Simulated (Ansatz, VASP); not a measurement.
## H23C21 (amorphous polystyrene at 500 K): VASP beside Ansatz

Aim: how closely do two programs agree when they are given the same cell, functional and k mesh? The cell is taken from a series of runs on this material, whose earlier steps may have relaxed, scaled, displaced or heated it; both programs get it as it stands.

Method: plane waves, with VASP 6.6.1 beside it; single point at RPBE with D3(BJ), in Ansatz 0.2.0.

### Step 1. Starting point

The cell holds 176 atoms: 84 C and 92 H. Cell: a = 12.719 Å, b = 12.719 Å, c = 12.719 Å, α = 90.0°, β = 90.0°, γ = 90.0°. As first built, before any earlier steps moved the atoms (in the runner's words): 2 polystyrene chains of 5 units placed at random, at 0.889 g/cm^3; overlaps pushed apart, then 20 ps at 800 K with MMFF94 bonds, angles, torsions, charges and radii (Halgren, J. Comput. Chem. 17, 490 (1996)) in harmonic and 12-6 forms; charges of ions scaled by 0.8. Snapshot after 30 ps at 500 K and fixed volume. The cell carries charge +1.

### Step 2. Ansatz: single point, RPBE with D3(BJ)

Ansatz runs on its default PAW (the set named soft_2) files.

With cell and atoms fixed, the geometry can't cause a difference; cores, projectors, grids and the points listed under the comparison can.

The input, input.yaml:

```yaml
crystal:
  lattice:
    - [12.71935, 0.0, 0.0]
    - [0.0, 12.71935, 0.0]
    - [0.0, 0.0, 12.71935]
  atoms:
    - { symbol: C, position: [0.36402, 0.97572, 0.80171] }
    - { symbol: C, position: [0.31511, 0.88605, 0.86511] }
    - { symbol: C, position: [0.33226, 0.89842, 0.98429] }
    - { symbol: C, position: [0.28131, 0.99742, 0.02584] }
    - { symbol: C, position: [0.34239, 0.07756, 0.0708] }
    - { symbol: C, position: [0.29581, 0.16876, 0.11045] }
    - { symbol: C, position: [0.18638, 0.18096, 0.10603] }
    - { symbol: C, position: [0.12433, 0.1017, 0.06146] }
    - { symbol: C, position: [0.17149, 0.01093, 0.02165] }
    - { symbol: C, position: [0.29211, 0.80199, 0.04631] }
    - { symbol: C, position: [0.35836, 0.7024, 0.03196] }
    - { symbol: C, position: [0.47258, 0.7144, 0.06297] }
    - { symbol: C, position: [0.54811, 0.65035, 0.0136] }
    - { symbol: C, position: [0.65372, 0.65445, 0.04252] }
    - { symbol: C, position: [0.68658, 0.72357, 0.12171] }
    - { symbol: C, position: [0.6124, 0.78817, 0.17115] }
    - { symbol: C, position: [0.50656, 0.78365, 0.14206] }
    - { symbol: C, position: [0.31018, 0.60615, 0.09031] }
    - { symbol: C, position: [0.29729, 0.62435, 0.21067] }
    - { symbol: C, position: [0.33451, 0.52878, 0.27063] }
    - { symbol: C, position: [0.27295, 0.43741, 0.28011] }
    - { symbol: C, position: [0.3103, 0.34967, 0.33436] }
    - { symbol: C, position: [0.41056, 0.35147, 0.38002] }
    - { symbol: C, position: [0.47321, 0.44146, 0.37027] }
    - { symbol: C, position: [0.43563, 0.52882, 0.31568] }
    - { symbol: C, position: [0.18425, 0.6595, 0.23703] }
    - { symbol: C, position: [0.17666, 0.73055, 0.33529] }
    - { symbol: C, position: [0.06768, 0.77789, 0.34006] }
    - { symbol: C, position: [0.05154, 0.88211, 0.30685] }
    - { symbol: C, position: [0.95136, 0.92699, 0.30831] }
[... 140 atom lines left out ...]
    - { symbol: H, position: [0.7696, 0.19624, 0.84298] }
    - { symbol: H, position: [0.94244, 0.26914, 0.90352] }
    - { symbol: H, position: [0.96237, 0.33414, 0.08533] }
    - { symbol: H, position: [0.67058, 0.43627, 0.24379] }
    - { symbol: H, position: [0.7806, 0.50515, 0.19306] }
    - { symbol: H, position: [0.76955, 0.48402, 0.33038] }
total_charge: 1
kpoints:
  mp_grid: { grid: [1, 1, 1] }
hamiltonian:
  xc: rpbe
  dispersion: d3bj
scf:
  occupations: { method: fermi_dirac, width: 0.01 }
  lower_state_search: "off"
output:
  forces: true
  stress: true
  populations: true
  dos:
    method: { smearing: { sigma: 0.15 } }
    de: 0.1
    projected: { site_lists: { C: [C], H: [H] } }
  eigenvalues: true
  write_density: true
  write_potential: true
  volumetric_format: npy
magnetization:
  spin_polarized: true
  initial_magnetization: 1
```

Command:

```sh
$ ansatz run input.yaml --threads 4 --pin off --max-ram 8192MiB --backend cpu --events-out ev --progress --plain --runs-dir out
```

Numbers of over 12 decimals in the logs are rounded to 6 here.

The log of the run:

```text
Engine: ansatz 0.2.0, aarch64-unknown-linux-gnu
Pseudopotentials: kind: paw
Pseudopotential: C, paw, valence charge 4, recommended cutoff 420 eV (normal), C.paw.azcp
Pseudopotential: H, paw, valence charge 1, recommended cutoff 420 eV (normal), H.paw.azcp
Functional definition: RPBE
  parameter kappa = 0.804
  parameter beta = 0.066725
  exchange = rpbe_x(kappa = kappa, mu = beta*pi^2/3)
  correlation = pbe_c(beta = beta)
Crystal: 176 atoms, lattice volume = 2057.760 Å³
Basis set: ecut = 420 eV, 40243 PW (Γ), exchange–correlation on 180×180×180 points (8 copies of the dense FFT grid, shifted against one another)
Bands: 390, of which v1, the nominal top of the filled ones, is band 214 counted from 1 (213 counted from 0)
Symmetry: 1 space group operations
Space group: P1 (ITA 1), of the structure as read, at distance tolerance 1.3e-4 Å
Magnetic group: BNS 1.1 (UNI 1), of the structure as read, at distance tolerance 1.3e-4 Å
k-points: 1
Non-local potential: C, projectors of the file, l = 0: 2, l = 1: 2, l = 2: 1
Non-local potential: H, projectors of the file, l = 0: 2, l = 1: 1
PAW form: soft (Blöchl's): semilocal exchange-correlation on the pseudo side does not see the compensation charge
PAW frozen core: C, regenerated for the run's functional, and the local potential with it (the file was generated under x = pbe(κ = 0.804, μ = 0.219515), c = pbe(β = 0.066725))
PAW one-centre angular grid: C, 110 points (default); XC on 64 Gauss nodes
PAW one-centre angular grid: H, 110 points (default); XC on 64 Gauss nodes
Initial density: superposition of atomic densities (chi_scale 0.1, normalization cell)
Starting moments: Σ|m| = 1 μB on 176 of 176 sites
Initial wavefunctions: pseudopotential atomic-orbital guess
Functional: x = rpbe, c = pbe(β = 0.066725)
SCF iter   1: F=—  HF=-22796.045444 eV  |F-HF|=—  |Δ(HF+E_count)|=         —  Δρ=5.34e-2 (↑5.32e-2 ↓5.34e-2)  dr2=2.64e2  dr2_m=3.15e-2  M=1.000 μB ∫|m|=1.015 μB  β_m=1.00  ethr=3.10e-3  ⟨swp⟩=6.0  Hψ=3634  notcnv=0  defer=118
preconditioner: auto → Resta (q_TF=auto, 2.099 Å⁻¹)  ε∞=2.0  [insulator: Δε(μ)=0.038 eV  Ē_g=16.753 eV  σ=0.010 eV  W_gap=0.74  n_scr=340 (ndim 8)  ℏωp=16.9 eV  f_vac=0.166  D(μ)=22.56/eV (n_scr^D=92)  ε∞_Penn≈2.0]
spin=Collinear: Resta preconditioning applied to the charge; magnetization (m = ρ↑ − ρ↓) channel mixes plain (no charge-response kernel on spin).
SCF iter   2: F=—  HF=-22738.251401 eV  |F-HF|=—  |Δ(HF+E_count)|=         —  Δρ=3.47e-2 (↑3.45e-2 ↓3.47e-2)  dr2=1.02e2  dr2_m=2.52e-2  M=0.456 μB ∫|m|=0.622 μB  β_m=0.30  ethr=3.10e-3  ⟨swp⟩=2.0  Hψ=1342  notcnv=0  defer=335
Mixer restart at iter 2: flushing history
preconditioner: auto → none  [metal: Δε(μ)=0.019 eV  Ē_g=16.123 eV  σ=0.010 eV  W_gap=0.44  n_scr=340 (ndim 8)  ℏωp=16.9 eV  f_vac=0.178  D(μ)=42.26/eV (n_scr^D=250)]
SCF iter   3: F=—  HF=-22712.452313 eV  |F-HF|=—  |Δ(HF+E_count)|=    2.58e1  Δρ=2.14e-2 (↑2.13e-2 ↓2.14e-2)  dr2=2.93e1  dr2_m=6.39e-3  M=0.964 μB ∫|m|=1.058 μB  β_m=0.30  ethr=3.10e-3  ⟨swp⟩=4.0  Hψ=1821  notcnv=0  defer=333
SCF iter   4: F=—  HF=-22704.931201 eV  |F-HF|=—  |Δ(HF+E_count)|=    7.52e0  Δρ=9.38e-3 (↑8.85e-3 ↓9.38e-3)  dr2=6.17e0  dr2_m=2.46e-2  M=0.547 μB ∫|m|=0.728 μB  β_m=0.30  ethr=3.10e-3  ⟨swp⟩=4.0  Hψ=1803  notcnv=0  defer=340
SCF iter   5: F=—  HF=-22703.721185 eV  |F-HF|=—  |Δ(HF+E_count)|=    1.21e0  Δρ=5.56e-3 (↑5.19e-3 ↓5.56e-3)  dr2=1.81e0  dr2_m=1.41e-2  M=0.750 μB ∫|m|=0.868 μB  β_m=0.30  ethr=1.45e-3  ⟨swp⟩=4.0  Hψ=956  notcnv=0  defer=324
SCF iter   6: F=—  HF=-22703.703807 eV  |F-HF|=—  |Δ(HF+E_count)|=   1.74e-2  Δρ=3.62e-3 (↑2.02e-3 ↓3.62e-3)  dr2=1.84e0  dr2_m=2.82e-2  M=0.957 μB ∫|m|=1.078 μB  β_m=0.30  ethr=4.23e-4  ⟨swp⟩=5.0  Hψ=1744  notcnv=0  defer=344
SCF iter   7: F=—  HF=-22703.474981 eV  |F-HF|=—  |Δ(HF+E_count)|=   2.29e-1  Δρ=1.84e-3 (↑1.05e-3 ↓1.84e-3)  dr2=3.46e-1  dr2_m=1.07e-2  M=0.945 μB ∫|m|=1.050 μB  β_m=0.30  ethr=4.23e-4  ⟨swp⟩=7.0  Hψ=1601  notcnv=0  defer=324
SCF iter   8: F=—  HF=-22703.439523 eV  |F-HF|=—  |Δ(HF+E_count)|=   3.55e-2  Δρ=1.42e-3 (↑7.97e-4 ↓1.42e-3)  dr2=2.04e-1  dr2_m=8.04e-3  M=0.892 μB ∫|m|=1.017 μB  β_m=0.30  ethr=8.10e-5  ⟨swp⟩=7.0  Hψ=774  notcnv=0  defer=323
SCF iter   9: F=—  HF=-22703.463048 eV  |F-HF|=—  |Δ(HF+E_count)|=   2.35e-2  Δρ=1.63e-3 (↑6.34e-4 ↓1.63e-3)  dr2=4.24e-1  dr2_m=7.51e-3  M=0.962 μB ∫|m|=1.092 μB  β_m=0.30  ethr=4.78e-5  ⟨swp⟩=8.0  Hψ=993  notcnv=0  defer=322
SCF iter  10: F=—  HF=-22703.436375 eV  |F-HF|=—  |Δ(HF+E_count)|=   2.67e-2  Δρ=1.24e-3 (↑3.84e-4 ↓1.24e-3)  dr2=1.30e-1  dr2_m=8.53e-3  M=0.927 μB ∫|m|=1.059 μB  β_m=0.30  ethr=4.78e-5  ⟨swp⟩=7.0  Hψ=980  notcnv=0  defer=322
SCF iter  11: F=—  HF=-22703.429640 eV  |F-HF|=—  |Δ(HF+E_count)|=   6.74e-3  Δρ=4.39e-4 (↑3.02e-4 ↓4.39e-4)  dr2=2.90e-2  dr2_m=5.22e-4  M=0.993 μB ∫|m|=1.101 μB  β_m=0.30  ethr=3.05e-5  ⟨swp⟩=6.0  Hψ=965  notcnv=0  defer=322
[...]
--- Löwdin populations: 176 sites ---
  site symbol       q [e]    m [muB]
     0      C      4.4354     0.0006
     1      C      4.2454     0.0033
     2      C      4.0923     0.0042
     3      C      3.9358     0.0272
     4      C      4.1330     0.0010
     5      C      4.1114     0.0101
     6      C      4.1171     0.0331
     7      C      4.1185    -0.0051
     8      C      4.1273     0.0216
     9      C      4.2597     0.0048
    10      C      4.0930     0.0068
    11      C      3.9439     0.0286
    12      C      4.1182     0.0159
    13      C      4.1132    -0.0037
    14      C      4.1132     0.0351
    15      C      4.1138     0.0043
    16      C      4.1408     0.0070
    17      C      4.2498     0.0204
    18      C      4.0980     0.0068
    19      C      3.9304     0.0321
    20      C      4.1356     0.0137
    21      C      4.1137    -0.0008
    22      C      4.1128     0.0457
    23      C      4.1121    -0.0036
[...]
168      H      0.8088    -0.0002
   169      H      0.8013    -0.0000
   170      H      0.8001    -0.0005
   171      H      0.8122    -0.0000
   172      H      0.8160    -0.0002
   173      H      0.8152    -0.0000
   174      H      0.8081     0.0001
   175      H      0.8299     0.0001
  spilling = 0.012651 (of n_electrons = 427.000000)
```

In the SCF lines HF is the Harris–Foulkes energy and dr2 the Hartree energy of the density residual, in eV; the loop may stop once dr2 is under the threshold and the program's other checks hold. Hψ counts applications of the Hamiltonian.

### Step 3. VASP: single point, RPBE with D3(BJ)

The same cell, functional, mesh and smearing now go to VASP, with its own data sets.

Lines of VASP's logs that name or quote its potential files are left out, and so is its time.

The input, INCAR:

```
SYSTEM = H23C21
PREC = Accurate
ENCUT = 600
EDIFF = 1E-06
NELM = 200
ISMEAR = -1
SIGMA = 0.01
LREAL = Auto
ALGO = Normal
GGA = RP
IVDW = 12
NELECT = 427
NBANDS = 336
ISPIN = 2
MAGMOM = 0 0 0 0.01 0 0 0.01 -0 0 0 0 0.01 0 -0 0.01 0 0 0.01 0 0.01 0 -0 0.01 -0 0 0 0 0.01 0 -0 0.01 0 0 0 0 0.01 0 0 0.01 -0 0 0 0 0 0 0.01 0 0 0.01 -0 0 0 0 0 0 -0 0 0 0 0 0 0.01 0 0 0.01 -0 0 0 0 0.01 0 0 0.01 -0 0 0 0 0.01 0 -0 0 0 0 0 0 -0 -0 0 0 0 -0 -0 -0 0 -0 -0 0 0 -0 0 -0 -0 -0 -0 -0 0 -0 -0 -0 0 -0 -0 -0 -0 -0 0 -0 -0 -0 0 0 0 -0 -0 -0 0 -0 0 0 0 0 0 0 0 0 0 -0 -0 -0 -0 -0 -0 -0 -0 -0 0 -0 -0 -0 -0 0 0 -0 0 -0 -0 -0 -0 0 -0 -0 -0 -0 -0 -0 -0 0 -0 -0 -0 -0 0 -0 -0 0 0
LORBIT = 11
LWAVE = .FALSE.
LCHARG = .FALSE.
ISIF = 2
LASPH = .TRUE.
GGA_COMPAT = .FALSE.
```

The input, POSCAR:

```
H23C21
1.0
   12.7193500000      0.0000000000      0.0000000000
    0.0000000000     12.7193500000      0.0000000000
    0.0000000000      0.0000000000     12.7193500000
C H
84 92
Direct
    0.3640200000      0.9757200000      0.8017100000
    0.3151100000      0.8860500000      0.8651100000
    0.3322600000      0.8984200000      0.9842900000
    0.2813100000      0.9974200000      0.0258400000
    0.3423900000      0.0775600000      0.0708000000
    0.2958100000      0.1687600000      0.1104500000
    0.1863800000      0.1809600000      0.1060300000
    0.1243300000      0.1017000000      0.0614600000
    0.1714900000      0.0109300000      0.0216500000
    0.2921100000      0.8019900000      0.0463100000
    0.3583600000      0.7024000000      0.0319600000
    0.4725800000      0.7144000000      0.0629700000
    0.5481100000      0.6503500000      0.0136000000
    0.6537200000      0.6544500000      0.0425200000
    0.6865800000      0.7235700000      0.1217100000
    0.6124000000      0.7881700000      0.1711500000
    0.5065600000      0.7836500000      0.1420600000
    0.3101800000      0.6061500000      0.0903100000
    0.2972900000      0.6243500000      0.2106700000
    0.3345100000      0.5287800000      0.2706300000
    0.2729500000      0.4374100000      0.2801100000
    0.3103000000      0.3496700000      0.3343600000
    0.4105600000      0.3514700000      0.3800200000
    0.4732100000      0.4414600000      0.3702700000
    0.4356300000      0.5288200000      0.3156800000
    0.1842500000      0.6595000000      0.2370300000
    0.1766600000      0.7305500000      0.3352900000
    0.0676800000      0.7778900000      0.3400600000
    0.0515400000      0.8821100000      0.3068500000
    0.9513600000      0.9269900000      0.3083100000
[... 140 atom lines left out ...]
    0.7696000000      0.1962400000      0.8429800000
    0.9424400000      0.2691400000      0.9035200000
    0.9623700000      0.3341400000      0.0853300000
    0.6705800000      0.4362700000      0.2437900000
    0.7806000000      0.5051500000      0.1930600000
    0.7695500000      0.4840200000      0.3303800000
```

The input, KPOINTS:

```
Automatic mesh
0
Gamma
1 1 1
0 0 0
```

PAW data sets: C and H (PBE family, release 64).

Command:

```sh
$ export OMP_NUM_THREADS=3
$ mpirun -np 1 vasp_gam
```

The log of the run:

```text
[banner, memory and clock lines left out]
running    1 mpi-ranks, on    1 nodes
[...]
Offloading initialized ...    1 GPUs detected
[...]
|                                                                             |
|               ----> ADVICE to this user running VASP <----                  |
|                                                                             |
|     You enforced a specific xc type in the INCAR file but a different       |
|     [... a line on the potential file left out ...]
|     I HOPE YOU KNOW WHAT YOU ARE DOING!                                     |
|                                                                             |

 LDA part: xc-table for (Slater+PW92), standard interpolation
 POSCAR, INCAR and KPOINTS ok, starting setup
[...]
entering main loop
       N       E                     dE             d eps       ncg     rms          rms(c)
DAV:   1     0.313707643228E+04    0.31371E+04   -0.22603E+05  1368   0.128E+03
DAV:   2    -0.747923227602E+03   -0.38850E+04   -0.36863E+04  1728   0.278E+02
DAV:   3    -0.115191182866E+04   -0.40399E+03   -0.39995E+03  1704   0.901E+01
DAV:   4    -0.116377951592E+04   -0.11868E+02   -0.11830E+02  1736   0.178E+01
DAV:   5    -0.116413173469E+04   -0.35222E+00   -0.35198E+00  1840   0.289E+00BRMIX: very serious problems
 the old and the new charge density differ
 old charge density:   428.00000 new  427.00000
    0.527E+01
DAV:   6    -0.108881805722E+04    0.75314E+02   -0.90483E+01  1552   0.130E+01    0.292E+01
DAV:   7    -0.106964570566E+04    0.19172E+02   -0.56940E+01  1656   0.104E+01    0.115E+01
DAV:   8    -0.106879514679E+04    0.85056E+00   -0.41427E+00  1664   0.361E+00    0.416E+00
DAV:   9    -0.106870311227E+04    0.92035E-01   -0.14974E+00  1536   0.198E+00    0.129E+00
[...]
DAV:  25    -0.106866460210E+04    0.65377E-06   -0.16939E-05  1280   0.871E-03    0.607E-04
DAV:  26    -0.106866460083E+04    0.12682E-05   -0.10592E-05  1280   0.675E-03    0.406E-04
DAV:  27    -0.106866460031E+04    0.51917E-06   -0.46629E-06  1216   0.440E-03
   1 F= -.11004486E+04 E0= -.11004420E+04  d E =-.132386E-01  mag=    -0.9977
```

From OUTCAR (step 3):

```text
 magnetization (x)
# of ion       s       p       d       tot
------------------------------------------
    1        0.000  -0.000   0.000  -0.000
    2       -0.000  -0.003   0.000  -0.003
    3       -0.000  -0.004   0.000  -0.004
    4       -0.001  -0.013   0.000  -0.014
    5        0.000  -0.000   0.000  -0.000
    6       -0.000  -0.005   0.000  -0.005
[...]
174        0.000  -0.000   0.000   0.000
  175       -0.000  -0.000   0.000  -0.000
  176       -0.000  -0.000   0.000  -0.000
--------------------------------------------------
tot         -0.015  -0.538   0.000  -0.553
```

Dispersion corrections of this kind ignore metallic screening and tend to overbind metals.

### Step 4. Side by side

Known differences besides the potentials themselves: VASP starts from the moments at which Ansatz ended; the cutoff is 420 eV in Ansatz and 600 eV in VASP (PREC = Accurate, projectors in real space); Ansatz makes its cores anew for this functional, VASP keeps those of its PBE data sets. Total energies have different zeros and are not compared.

The two programs side by side:

```csv
quantity,Ansatz,VASP,difference
total moment (μB),-1.00,-1.00,0.00
```

At this near-relaxed geometry the largest component of a force difference is 35 meV/Å. Without spin-orbit coupling the overall direction of the spins is arbitrary; the signs of Ansatz's moments are turned here to match VASP's. The cell carries a charge of +1 e against a uniform background, so its pressure also hangs on how the neutralising background is counted, and in a defect's cell a gap may be the spacing between its levels.

### Step 5. What came out

- r.m.s. force difference (single point, RPBE with D3(BJ)): 13 meV/Å

What this shows: The r.m.s. force difference is 13 meV/Å (single point, RPBE with D3(BJ)), beyond the 12 meV/Å picked in this series as the mark of a large difference. What causes the difference of the single point, RPBE with D3(BJ) pair stays open here. Such differences can come from data sets, numerical settings and the points named under the comparisons, not from the functional's error against experiment.

[Lines on the potential files, build, host, timing and source positions are cut from VASP's logs without a mark.]

[Logs are printed without paths, hosts, clocks, repeated set-up lines and the standing remarks that a program may print on its own settings, such as how far it seeks lower states.]

[Hosts, paths, dates, database ids (printed as entryN), source tags and the programs' standing remarks are cut or masked in the printed files.]

[The MMFF94 radii named for the starting cell were scaled by 0.96; in molecules described by MMFF94, hydrogen bound to N, O or S took a small fixed 12-6 site in their place.]
